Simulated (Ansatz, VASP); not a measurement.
**Ir: VASP beside Ansatz**

One calculation is typed for both programs; each brings its own data sets. How far apart do they land? The structure shown is the start of the Ansatz relaxation below; VASP solves that cell, so the two are compared at the walk's first step.

Method: plane waves, with VASP 6.6.1 beside it; single point at PBEsol, in Ansatz 0.2.0.

## Step 1: The structure

The cell holds 5 atoms: 5 Ir. Cell: a = 2.715 Å, b = 2.715 Å, c = 41.536 Å, α = 90.0°, β = 90.0°, γ = 120.0°. It derives from Ir. Vacuum lies along c. The height across the vacuum is the one that the program set for its solve, not the one typed.

## Step 2: Ansatz: relaxation, PBEsol

Ansatz runs on its PAW soft_1 files.

The two programs are compared at the cell with which this relaxation starts, whose forces are those of its first step.

input.yaml

```yaml
crystal:
  lattice:
    - [2.71529, 0.0, 0.0]
    - [-1.35765, 2.35151, 0.0]
    - [0.0, 0.0, 21.8681]
  atoms:
    - { symbol: Ir, position: [0.0, 0.0, 0.297237] }
    - { symbol: Ir, position: [0.333333, 0.666667, 0.398618] }
    - { symbol: Ir, position: [0.666667, 0.333333, 0.5] }
    - { symbol: Ir, position: [0.0, 0.0, 0.601382] }
    - { symbol: Ir, position: [0.333333, 0.666667, 0.702763] }
  periodic: [true, true, false]
kpoints:
  mp_grid: { grid: [15, 15, 1] }
hamiltonian:
  xc: pbesol
  pseudopotentials: { kind: paw, azcp: { folder: soft_1 }, xc_functional: pbe }
scf:
  occupations: { method: gaussian, width: 0.1 }
output:
  forces: true
  stress: true
  eigenvalues: true
  write_density: true
  write_potential: true
  elf: true
  volumetric_format: npy
relax:
  adjacent_minimum: "off"
  f_tol: 0.005
  max_steps: 80
  cell: { stress_2d_tol: 0.02 }
```

Run with:

```console
$ ansatz run input.yaml --threads 4 --pin off --max-ram 16384MiB --backend cpu --events-out ev --progress --plain --runs-dir out
```

Numbers of over 12 decimals in the logs are rounded to 6 here.

The program printed:

```text
Warning: crystal.periodic: the lattice vector that does not repeat stood 0.000° off the slab's normal, 21.868 Å along it as the deck builds it. The run solves the slab on a vector along the normal, 41.536 Å long, with every atom where it was (on the deck's vector they left 13.00 Å outside them, and the widest stretch free of ions among them is 2.22 Å). A fractional position that the run reports is one of the run's ce [...]
[...]
SCF iter   2: F=—  HF=-59000.167521 eV  |F-HF|=—  |Δ(HF+E_count)|=   3.29e-4  Δρ=2.39e-6  dr2=8.50e-9  ethr=7.94e-12  ⟨swp⟩=9.1  Hψ=8019  notcnv=0
SCF iter   3: F=—  HF=-59000.167521 eV  |F-HF|=—  |Δ(HF+E_count)|=   1.06e-9  Δρ=1.06e-6  dr2=3.50e-9  ethr=7.94e-12  ⟨swp⟩=3.7  Hψ=2697  notcnv=0
SCF iter   4: F=—  HF=-59000.167521 eV  |F-HF|=—  |Δ(HF+E_count)|=  7.93e-10  Δρ=8.30e-7  dr2=1.24e-9  ethr=4.12e-12  ⟨swp⟩=2.0  Hψ=1983  notcnv=0
SCF iter   5: F=—  HF=-59000.167521 eV  |F-HF|=—  |Δ(HF+E_count)|=  4.95e-10  Δρ=1.45e-7  dr2=6.54e-11  ethr=1.46e-12  ⟨swp⟩=1.8  Hψ=1875  notcnv=0
SCF iter   6: F=—  HF=-59000.167521 eV  |F-HF|=—  |Δ(HF+E_count)|=  3.86e-10  Δρ=2.72e-7  dr2=1.53e-10  ethr=1.00e-12  ⟨swp⟩=1.4  Hψ=1629  notcnv=0
SCF iter   7: F=—  HF=-59000.167521 eV  |F-HF|=—  |Δ(HF+E_count)|=  4.29e-10  Δρ=2.76e-7  dr2=1.31e-10  ethr=1.00e-12  ⟨swp⟩=1.3  Hψ=1532  notcnv=0
SCF iter   8: F=—  HF=-59000.167521 eV  |F-HF|=—  |Δ(HF+E_count)|=  3.57e-10  Δρ=3.32e-8  dr2=2.77e-12  ethr=1.00e-12  ⟨swp⟩=16.0  Hψ=11694  notcnv=0
SCF iter   9: F=-59000.167521 eV  HF=-59000.167521 eV  |F-HF|=8.73e-11  |Δ(HF+E_count)|=  7.28e-11  Δρ=1.65e-8  dr2=3.56e-13  ethr=1.00e-12  ⟨swp⟩=9.2  Hψ=8079  notcnv=0
SCF 8 converged in 9 iterations: F = -59000.167521 eV  dr2 = 3.56e-13
relax step   8: F+E_penalty+E_count = -59000.16752062 eV  Δ(F+E_penalty+E_count) = -1.563e-6 eV  max|allowed force component| = 6.971e-5 eV/Å  Δτ_max = 0.0000 Å  P = +0.000 N/m  Ω = 258.199 Å³  fix = [c, alpha, beta]  reactions: c +0.000 N/m  stress off target by 1.71e-4 N/m on what of the cell is left free  SCF on the basis re-selected at this cell (its energy is not comparable with the rows above)  (9 SCF iters)
basis re-selected at this cell: Δ(F+E_penalty+E_count) = -1.563e-6 eV, ΔP = -0.000 N/m vs the last step (what re-selecting the basis moved, of the pressure what is left beyond the Pulay correction that the steps carried, after the strain that the cell walked since its last selection, with what the two solves' SCF thresholds leave and, on support functions, any second-order correction that the steps lacked; it is no m [...]
WARN: The output density's exchange-correlation potential varies sharply where the density is thin. Do not read a vacuum level from v_tot or v_xc, or from such a field of the output density. On a cell that repeats whose density bears no net charge and no dipole along the vacuum's axis use v_es (v_loc + v_h of the components); under efield.dipole_correction with no amplitude use v_es + v_field, which holds any externa [...]
SCF converged after 9 iterations
Free energy (F): -59000.167521 eV
Harris-Foulkes:  -59000.167521 eV  (|F-HF|=8.73e-11)
Internal energy: -59000.143357 eV  (E = F + TS)
E sigma→0 (E₀):  -59000.155439 eV
Entropy (-TS):   -0.024163 eV (-4.833 meV/atom)
Fermi energy:    -5.662800 eV
--- Per-component energies (eV) ---
  E_band       = -3075.679075
  E_kinetic    = 2700.531573
  E_local      = -716407.255226  (includes V_loc(G=0)·N_el)
  E_nonlocal   = 966.514856
  E_hartree    = 356180.062197
  E_xc         = -1144.371707
  E_vxc        = -1280.780155  (∫ρ·V_xc dr)
  E_paw        = -45650.174523  (= ΣΔE_a)
  E_vpaw       = -1414.816464  (= ΣTr[D̂ρ^β])
  E_aug_tail   = 0.001719  (compensation charges beyond the density's cutoff)
  E_ewald      = 344353.221013
  E_core_change = 1.326741  (= ΣΔE_core)
  E_smearing   = -0.024163  (= −TS)
  E_closure    = -0.000000  (closes the sum)
  Σ components = -59000.167521   (vs F -59000.167521, Δ=0.00e0)
--- Forces (eV/Å), atoms counted from 1 ---
  atom   1  Ir     0.00000000     0.00000000    -0.00001758
  atom   2  Ir     0.00000000     0.00000000     0.00006971
  atom   3  Ir    -0.00000000     0.00000000     0.00000000
  atom   4  Ir    -0.00000000    -0.00000000    -0.00006971
  atom   5  Ir    -0.00000000    -0.00000000     0.00001758
  max |Σ_I F_I| component: 1.85e-17 eV/Å
--- 2D stress c σ (N/m, compression-positive) ---
        0.000171       0.000000       0.000000
        0.000000       0.000171       0.000000
        0.000000       0.000000       0.000000
  P = ½ c Tr σ = 0.0002 N/m
--- Band table (eV; the first three rows and the last of 27) ---
  k-point 0: bands = ["-98.7060", "-98.6998", "-98.6027", "-98.1413", "-98.1413", "-55.8154", "-55.5899", "-55.2477", "-55.1637", "-55.1637", "-55.1512", "-55.1512", "-55.0260", "-55.0260", "-54.7770", "-54.7620", "-54.6112", "-54.6112", "-54.6112", "-54.6112", "-16.7136", "-15.6818", "-14.4382", "-13.8630", "-13.7911", "-10.0696", "-9.9252", "-9.6950", "-9.6950", "-9.4629", "-9.4629", "-9.4557", "-9.4507", "-9.4507", "-8.8497", "-8.8497", "-8.7890", "-8.7890", "-8.4956", "-6.8675", "-6.8675", "-6.7449", "-6.7449", "-6.2525", "-6.1373", "-6.1373", "-5.6766", "-5.2647", "-5.2647", "-4.7754", "-4.7754"]
  k-point 1: bands = ["-98.7035", "-98.6974", "-98.6007", "-98.1391", "-98.1391", "-55.8055", "-55.5861", "-55.2625", "-55.1946", "-55.1721", "-55.1680", "-55.1588", "-55.0566", "-55.0325", "-54.7734", "-54.7609", "-54.6409", "-54.6406", "-54.6184", "-54.6184", "-16.5321", "-15.5046", "-14.2577", "-13.6852", "-13.6073", "-10.2206", "-10.0893", "-9.8257", "-9.5844", "-9.5515", "-9.5156", "-9.4071", "-9.3570", "-9.2981", "-8.9427", "-8.8754", "-8.7289", "-8.6444", "-8.6340", "-7.1272", "-7.0742", "-6.7666", "-6.6992", "-6.6755", "-6.3846", "-6.1235", "-5.7726", "-5.2566", "-4.7607", "-4.6191", "-3.8713"]
  k-point 2: bands = ["-98.6963", "-98.6909", "-98.5949", "-98.1328", "-98.1327", "-55.7776", "-55.5776", "-55.3275", "-55.2800", "-55.1957", "-55.1931", "-55.1800", "-55.1388", "-55.0510", "-54.7671", "-54.7607", "-54.7225", "-54.7201", "-54.6386", "-54.6386", "-16.0142", "-15.0097", "-13.7647", "-13.1998", "-13.1014", "-10.6767", "-10.3942", "-10.1837", "-9.9441", "-9.7310", "-9.4328", "-9.1655", "-9.1237", "-9.0487", "-8.9734", "-8.8623", "-8.8477", "-8.4258", "-8.2235", "-7.6921", "-7.3232", "-7.2997", "-7.1280", "-6.6954", "-6.4034", "-6.0996", "-5.2416", "-5.1659", "-4.7229", "-3.6302", "-2.5560"]
  k-point 26: bands = ["-98.6395", "-98.6395", "-98.5497", "-98.0829", "-98.0829", "-55.7192", "-55.6883", "-55.6883", "-55.6457", "-55.5803", "-55.5803", "-55.3728", "-55.3728", "-55.2826", "-55.0863", "-55.0842", "-55.0431", "-55.0431", "-54.7266", "-54.7266", "-12.1186", "-12.0508", "-12.0508", "-11.5235", "-11.4126", "-11.4126", "-11.1852", "-10.8669", "-10.8669", "-10.0269", "-9.6824", "-9.6824", "-8.8320", "-8.7793", "-8.7752", "-8.7752", "-7.5877", "-7.5877", "-7.1877", "-6.9159", "-5.6331", "-5.6331", "-5.2046", "-5.1074", "-5.1074", "-0.0451", "-0.0451", "0.1570", "0.8875", "0.8875", "1.8784"]
--- Relaxed structure (6 steps of the walk, 5 accepted, 2 SCFs on fresh bases) ---
  F+E_penalty+E_count = -59000.16752062 eV   max|allowed force component| = 6.971e-5 eV/Å   (the final SCF, on the basis selected at the relaxed cell)
  cell:  # Å, volume = 258.1992 Å³
    - [2.679162, 2.8483417926927047e-6, 0]
    - [-1.339583, 2.320221, 0]
    - [0, 0, 41.5361662412]
  atoms:
    - { symbol: Ir, position: [4.749680013476295e-18, -1.9058850118152597e-17, 0.157417] }
    - { symbol: Ir, position: [0.333333, 0.666667, 0.209861] }
    - { symbol: Ir, position: [0.666667, 0.333333, 0.263242] }
    - { symbol: Ir, position: [3.706211892830724e-18, -1.9058850118152594e-17, 0.316622] }
    - { symbol: Ir, position: [0.333333, 0.666667, 0.369067] }
```

## Step 3: VASP: single point, PBEsol, start cell, pair 1

The same cell, functional, mesh and smearing now go to VASP, with its own data sets.

Lines of VASP's logs that name or quote its potential files are left out, and so is its time.

INCAR

```
SYSTEM = Ir
PREC = Accurate
ENCUT = 400
EDIFF = 1E-06
NELM = 120
ISMEAR = 0
SIGMA = 0.1
LREAL = .FALSE.
ALGO = Normal
GGA = PS
NBANDS = 28
LASPH = .TRUE.
LORBIT = 11
LWAVE = .FALSE.
LCHARG = .FALSE.
ISIF = 2
LDIPOL = .TRUE.
IDIPOL = 3
DIPOL = 0.5 0.5 0.263
LVHAR = .TRUE.
GGA_COMPAT = .FALSE.
NELMDL = -8
KPAR = 2
```

POSCAR

```
Ir
1.0
    2.7152900000      0.0000030000      0.0000000000
   -1.3576470000      2.3515090000      0.0000000000
    0.0000000000      0.0000000000     41.5361660000
Ir
5
Direct
    0.0000000000      0.0000000000      0.1564903222
    0.3333329461      0.6666663832      0.2098657348
    0.6666664730      0.3333331916      0.2632416771
    0.0000000000      0.0000000000      0.3166176194
    0.3333329461      0.6666663832      0.3699930321
```

KPOINTS

```
Automatic mesh
0
Gamma
15 15 1
0 0 0
```

PAW data sets: Ir (PBE family, release 64).

Run with:

```console
$ mpirun -np 2 vasp_std
```

The program printed:

```text
[banner, memory and clock lines left out]
running    2 mpi-ranks, on    1 nodes
 distrk:  each k-point on    1 cores,    2 groups
 distr:  one band on    1 cores,    1 groups

 POSCAR found type information on POSCAR Ir
 POSCAR found :  1 types and       5 ions
|                                                                             |
|               ----> ADVICE to this user running VASP <----                  |
|                                                                             |
|     You enforced a specific xc type in the INCAR file but a different       |
|     [... a line on the potential file left out ...]
|     I HOPE YOU KNOW WHAT YOU ARE DOING!                                     |
|                                                                             |

 LDA part: xc-table for (Slater+PW92), standard interpolation
 POSCAR, INCAR and KPOINTS ok, starting setup
 FFT: planning ... GRIDC
 FFT: planning ... GRID_SOFT
 FFT: planning ... GRID
 WAVECAR not read
 entering main loop
       N       E                     dE             d eps       ncg     rms          rms(c)
DAV:   1     0.364834771621E+03    0.36483E+03   -0.15199E+04  1544   0.106E+03
DAV:   2    -0.116391598281E+02   -0.37647E+03   -0.35338E+03  1736   0.365E+02
DAV:   3    -0.468765485274E+02   -0.35237E+02   -0.31131E+02  1904   0.997E+01
DAV:   4    -0.499347078093E+02   -0.30582E+01   -0.27080E+01  2128   0.265E+01
DAV:   5    -0.501453995023E+02   -0.21069E+00   -0.19220E+00  2060   0.492E+00
DAV:   6    -0.501697739977E+02   -0.24374E-01   -0.22006E-01  2184   0.918E-01
DAV:   7    -0.501720217880E+02   -0.22478E-02   -0.22377E-02  2204   0.182E-01
DAV:   8    -0.501722327675E+02   -0.21098E-03   -0.21089E-03  1984   0.395E-02    0.317E+01
DAV:   9    -0.478947398290E+02    0.22775E+01   -0.90414E+00  2172   0.264E+01    0.159E+01
DAV:  10    -0.715952837245E+02   -0.23701E+02   -0.12212E+02  2896   0.108E+02    0.442E+01
DAV:  11    -0.532386580291E+02    0.18357E+02   -0.23260E+01  2556   0.399E+01    0.229E+01
DAV:  12    -0.471251448795E+02    0.61135E+01   -0.29896E+01  2572   0.479E+01    0.590E+00
DAV:  13    -0.469744550334E+02    0.15069E+00   -0.51073E+00  2444   0.154E+01    0.256E+00
DAV:  14    -0.469721404431E+02    0.23146E-02   -0.29732E-01  2004   0.388E+00    0.186E+00
[...]
DAV:  25    -0.469553629922E+02   -0.54523E-05   -0.27264E-06   968   0.116E-02    0.120E-02
DAV:  26    -0.469553640456E+02   -0.10535E-05   -0.26304E-06   884   0.191E-02    0.404E-03
DAV:  27    -0.469553679769E+02   -0.39312E-05   -0.14588E-06   968   0.742E-03    0.452E-03
DAV:  28    -0.469553704795E+02   -0.25026E-05   -0.41478E-07   780   0.700E-03    0.177E-03
DAV:  29    -0.469553739256E+02   -0.34461E-05   -0.42995E-07   804   0.466E-03    0.354E-03
DAV:  30    -0.469553762106E+02   -0.22850E-05   -0.31914E-07   784   0.637E-03    0.154E-03
DAV:  31    -0.469553775544E+02   -0.13438E-05   -0.11465E-07   768   0.171E-03    0.157E-03
DAV:  32    -0.469553782774E+02   -0.72303E-06   -0.53196E-08   764   0.203E-03
   1 F= -.46955378E+02 E0= -.46942383E+02  d E =-.259898E-01
```

From OUTCAR (step 3):

```text
ion  position               nearest neighbor table
   1  0.000  0.000  0.156-   2 2.72   2 2.72   2 2.72
   2  0.333  0.667  0.210-   1 2.72   1 2.72   1 2.72   3 2.72   3 2.72   3 2.72
   3  0.667  0.333  0.263-   4 2.72   2 2.72   2 2.72   4 2.72   2 2.72   4 2.72
   4  0.000  0.000  0.317-   5 2.72   5 2.72   5 2.72   3 2.72   3 2.72   3 2.72
   5  0.333  0.667  0.370-   4 2.72   4 2.72   4 2.72

  LATTYP: Found a hexagonal cell.
 ALAT       =     2.7152900000
 C/A-ratio  =    15.2971380589

 Subroutine GETGRP returns: Found 12 space group operations
 (whereof  6 operations were pure point group operations)

The static configuration has the point symmetry C_3v.
 The point group associated with its full space group is D_3d.

 Found     27 irreducible k-points:

   k-points           NKPTS =     27   k-points in BZ     NKDIM =     27   number of bands    NBANDS=     28

   dimension x,y,z NGX =    18 NGY =   18 NGZ =  280
   dimension x,y,z NGXF=    36 NGYF=   36 NGZF=  560

   ENCUT  =  400.0 eV  29.40 Ry    5.42 a.u.   4.43  4.43 67.73*2*pi/ulx,y,z

   NELECT =      45.0000    total number of electrons

 k-points in reciprocal lattice and weights: Automatic mesh
   0.00000000  0.00000000  0.00000000       0.004
   0.06666667 -0.00000000  0.00000000       0.027
   0.13333333  0.00000000  0.00000000       0.027
   0.20000000  0.00000000  0.00000000       0.027
   0.26666667  0.00000000  0.00000000       0.027
   0.33333333  0.00000000  0.00000000       0.027
   0.40000000 -0.00000000  0.00000000       0.027
   0.46666667  0.00000000  0.00000000       0.027
   0.06666667  0.06666667  0.00000000       0.027
[...]
0.33333333  0.26666667  0.00000000       0.053
   0.33333333  0.33333333  0.00000000       0.009

 dipolmoment           0.000000      0.000000     -0.000002 electrons x Angstroem

 average (electrostatic) potential at core
       1 -59.7468       2 -60.3081       3 -60.2756       4 -60.3081       5 -59.7468

 E-fermi :  -1.4611

 k-point     1 :       0.0000    0.0000    0.0000
  band No.  band energies     occupation
    ...
     22      -2.4940      2.00000
     23      -2.4940      2.00000
     24      -1.9247      2.00000
     25      -1.9009      2.00000
     26      -1.9009      2.00000
     27      -1.3421      0.09252
     28      -1.1063      0.00000

 k-point     2 :       0.0667   -0.0000    0.0000
  band No.  band energies     occupation
    ...
     23      -2.4231      2.00000
     24      -2.4152      2.00000
     25      -2.0962      2.00000
     26      -1.8932      2.00000
     27      -1.5370      1.71685
     28      -1.1007      0.00000

 k-point     3 :       0.1333    0.0000    0.0000
  band No.  band energies     occupation
    ...
     22      -2.9831      2.00000
     23      -2.8433      2.00000
     24      -2.4264      2.00000
     25      -2.1479      2.00000
     26      -1.8749      2.00000
     27      -1.0907      0.00000
     28      -0.9584      0.00000

  Total       -5.7605934     -5.7605953     -3.5630479     -0.0000015     -0.0000000      0.0000000
  in kB      -34.8007222    -34.8007335    -21.5249772     -0.0000089     -0.0000000      0.0000000
  external PRESSURE =     -30.3754776 kB  Pullay stress =       0.0000000 kB

  energy-cutoff  :      400.00
  volume of cell :      265.21
      direct lattice vectors                 reciprocal lattice vectors
     2.715290000  0.000003000  0.000000000     0.368284552  0.212629600  0.000000000
    -1.357647000  2.351509000  0.000000000    -0.000000470  0.425258573  0.000000000
     0.000000000  0.000000000 41.536166000     0.000000000  0.000000000  0.024075405

 POSITION                                       TOTAL-FORCE (eV/Angst)
 -----------------------------------------------------------------------------------
      0.00000      0.00000      6.50001         0.000000      0.000000      0.590851
     -0.00000      1.56767      8.71702        -0.000000      0.000000     -0.379049
      1.35764      0.78384     10.93405        -0.000000      0.000000     -0.000000
      0.00000      0.00000     13.15108         0.000000     -0.000000      0.379049
     -0.00000      1.56767     15.36809        -0.000000     -0.000000     -0.590851
 -----------------------------------------------------------------------------------
    total drift:                                0.000103      0.000103      0.000133

  FREE ENERGIE OF THE ION-ELECTRON SYSTEM (eV)
  ---------------------------------------------------
  free  energy   TOTEN  =       -46.9553782774 eV

  energy  without entropy=      -46.9293884911  energy(sigma->0) =      -46.94238338

 vacuum level on the upper side and lower side of the slab         4.217         4.217

 total charge
# of ion       s       p       d       tot
------------------------------------------
    1        0.664   0.578   6.888   8.131
    2        0.664   0.728   6.958   8.350
    3        0.672   0.742   6.963   8.378
    4        0.664   0.728   6.958   8.350
    5        0.664   0.578   6.888   8.131
--------------------------------------------------
tot          3.328   3.356  34.655  41.339

[... 3 further parts left out ...]
```

The run ends at a pressure of -3.04 GPa, with forces up to 0.59 eV/Å.

## Step 4: Comparison

Known differences besides the potentials themselves: Ansatz cuts the interaction across the vacuum, VASP repeats the sheet with a dipole correction; the data sets hold 85 valence electrons in Ansatz (on its PAW soft_1 files) and 45 in VASP; Ansatz makes its cores anew for this functional, VASP keeps those of its PBE data sets; Ansatz takes its cutoff from its data sets, VASP runs at 400 eV. Total energies have different zeros and are not compared.

Forces (eV/Å; atoms numbered as in POSCAR):

```csv
atom,"Ansatz x, y, z","VASP x, y, z"
Ir1,"0.000, 0.000, 0.636","0.000, 0.000, 0.591"
Ir2,"0.000, 0.000, -0.379","0.000, 0.000, -0.379"
Ir3,"0.000, 0.000, 0.000","0.000, 0.000, 0.000"
Ir4,"0.000, 0.000, 0.379","0.000, 0.000, 0.379"
Ir5,"0.000, 0.000, -0.636","0.000, 0.000, -0.591"
```

The forces differ by 16 meV/Å r.m.s., which is 6.4 % of the r.m.s. force of 0.256 eV/Å (both taken over all components). With vacuum in the cell, a pressure given here is an average over mostly empty space and none of the material.

(Continued in part 2 of 2.)

[Lines on the potential files, build, host, timing and source positions are cut from VASP's logs without a mark.]

[Logs are printed without paths, hosts, clocks, repeated set-up lines and the standing remarks that a program may print on its own settings, such as how far it seeks lower states.]

[Hosts, paths, dates, database ids (printed as entryN), source tags and the programs' standing remarks are cut or masked in the printed files.]
